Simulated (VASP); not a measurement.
VASP input:

KPOINTS:
```
Automatic mesh
0
G
 12 12 7
0 0 0
```

**INCAR**
```
# general
SYSTEM  = Sc
PREC    = Accurate
ENCUT   = 400
LREAL   = .False.
LASPH   = .True.

# electronic loop
EDIFF   = 1E-8
NELM    = 100
ALGO    = Normal
LMAXMIX = 4

# smearing
ISMEAR  = 1
SIGMA   = 0.1

# functional
GGA     = PS

# ions
IBRION  = 1
NSW     = 30
ISIF    = 2
EDIFFG  = -0.001

# output
LWAVE   = .False.
LCHARG  = .False.
```

File POSCAR:
```
Sc
1
    1.6383362529    -2.8376815460     0.0000000000
    1.6383362529     2.8376815460    -0.0000000000
   -0.0000000000     0.0000000000     5.0826625348
Sc
2
Direct
  0.3333330000   0.6666670000   0.2500000000
  0.6666670000   0.3333330000   0.7500000000
```

POTCAR, in this order: Sc_sv (PBE.64 set). Program: vasp_std.

Task: Write an equivalent input for Ansatz.

Result: One equivalent input (not run):
Ansatz 0.2 input:
```yaml
crystal:
  lattice:
    - [1.6383363, -2.8376815, 0.0000000]
    - [1.6383363, 2.8376815, 0.0000000]
    - [0.0000000, 0.0000000, 5.0826625]
  atoms:
    - { symbol: Sc, position: [0.3333330, 0.6666670, 0.2500000] }
    - { symbol: Sc, position: [0.6666670, 0.3333330, 0.7500000] }
kpoints:
  mp_grid: { grid: [12, 12, 7] }
hamiltonian:
  xc: pbesol
  pseudopotentials: { kind: paw }
scf:
  occupations: { method: methfessel_paxton, width: 0.1 }
  max_iter: 100
relax:
  max_steps: 30
  f_tol: 0.001
output: { forces: true, stress: true, eigenvalues: true }
```
What does not carry over: each code has its own PAW files, so the cut-off isn't converted (ENCUT is set for VASP's; basis.ecutwfc is left out, and Ansatz then takes the one that its files recommend); Ansatz stops its SCF on the density residual and VASP on the energy change (EDIFF).

The compound is Sc in the hcp structure. It was relaxed first, which changed the volume by -5 %. The start is the result of an earlier pass.
